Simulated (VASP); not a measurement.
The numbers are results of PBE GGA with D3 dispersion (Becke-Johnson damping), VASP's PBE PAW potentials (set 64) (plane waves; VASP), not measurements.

VASP ran on this input.

File KPOINTS:
```
Automatic mesh
0
Gamma
10 10 10
0 0 0
```

### INCAR
```
! general
SYSTEM =GaN
PREC   =Accurate
ENCUT  =520
LREAL  =F
LASPH  =T

! electronic loop
EDIFF  =1E-7
NELM   =100
ALGO   =Normal
LMAXMIX=4

! smearing
ISMEAR =0
SIGMA  =0.05

! functional
GGA    =PE
IVDW   =12

! ions
ISIF   =2

! output
LWAVE  =F
LCHARG =F
```

File POSCAR:
```
GaN
3.2265380
  0.0000000000   0.7071068422   0.7071068422
  0.7071068422   0.0000000000   0.7071068422
  0.7071068422   0.7071068422   0.0000000000
Ga N
1 1
Cartesian
  0.0000000000   0.0000000000   0.0000000000
  0.3535534211   0.3535534211   0.3535534211
```

POTCAR, in this order: Ga_d N (PBE.64 set). Program: vasp_std.

The resulting files:

File OSZICAR:
```
       N       E                     dE             d eps       ncg     rms          rms(c)
DAV:   1     0.856568080229E+02    0.85657E+02   -0.97696E+03  1310   0.245E+03
DAV:   2    -0.737659340427E+01   -0.93033E+02   -0.87837E+02  1397   0.348E+02
DAV:   3    -0.139816204168E+02   -0.66050E+01   -0.65637E+01  1352   0.861E+01
DAV:   4    -0.140942191167E+02   -0.11260E+00   -0.11254E+00  1489   0.120E+01
DAV:   5    -0.140959404047E+02   -0.17213E-02   -0.17213E-02  1352   0.128E+00    0.759E+00
DAV:   6    -0.121536961896E+02    0.19422E+01   -0.60390E+00  1868   0.474E+01    0.268E+00
DAV:   7    -0.121613736637E+02   -0.76775E-02   -0.33616E-01  1227   0.820E+00    0.176E+00
DAV:   8    -0.121581129577E+02    0.32607E-02   -0.78224E-02  1370   0.434E+00    0.861E-01
DAV:   9    -0.121523279435E+02    0.57850E-02   -0.21798E-02  1840   0.357E+00    0.214E-01
DAV:  10    -0.121527332110E+02   -0.40527E-03   -0.17021E-03  1372   0.631E-01    0.916E-02
DAV:  11    -0.121526466219E+02    0.86589E-04   -0.32964E-04  1813   0.351E-01    0.886E-03
DAV:  12    -0.121526522885E+02   -0.56666E-05   -0.30628E-05  1332   0.747E-02    0.809E-03
DAV:  13    -0.121526520910E+02    0.19744E-06   -0.15367E-06  1435   0.122E-02    0.208E-03
DAV:  14    -0.121526520406E+02    0.50426E-07   -0.95175E-08   931   0.344E-03
   1 F= -.12641696E+02 E0= -.12641696E+02  d E =-.518879E-16
```

OUTCAR:
```
------------------------ aborting loop because EDIFF is reached ----------------------------------------
 Edisp (eV)   -0.48904
  FORCE on cell =-STRESS in cart. coord.  units (eV):
  Direction    XX          YY          ZZ          XY          YZ          ZX
  --------------------------------------------------------------------------------------
  Total      -0.73208    -0.73208    -0.73208    -0.00000     0.00000     0.00000
  in kB     -49.38285   -49.38285   -49.38285    -0.00000     0.00000     0.00000
  external pressure =      -49.38 kB  Pullay stress =        0.00 kB
  volume of cell :       23.75
      direct lattice vectors                 reciprocal lattice vectors
     0.000000000  2.281507096  2.281507096    -0.219153384  0.219153384  0.219153384
     2.281507096  0.000000000  2.281507096     0.219153384 -0.219153384  0.219153384
     2.281507096  2.281507096  0.000000000     0.219153384  0.219153384 -0.219153384
  FREE ENERGIE OF THE ION-ELECTRON SYSTEM (eV)
  ---------------------------------------------------
  free  energy   TOTEN  =       -12.6416958663 eV

  energy  without entropy=      -12.6416958663  energy(sigma->0) =      -12.64169587
```
(Selected blocks of OUTCAR.)

The compound is GaN in the zinc blende structure, a metastable form; wurtzite is the usual one. This cell is one point of a volume scan, at 1.03 of the reference volume.
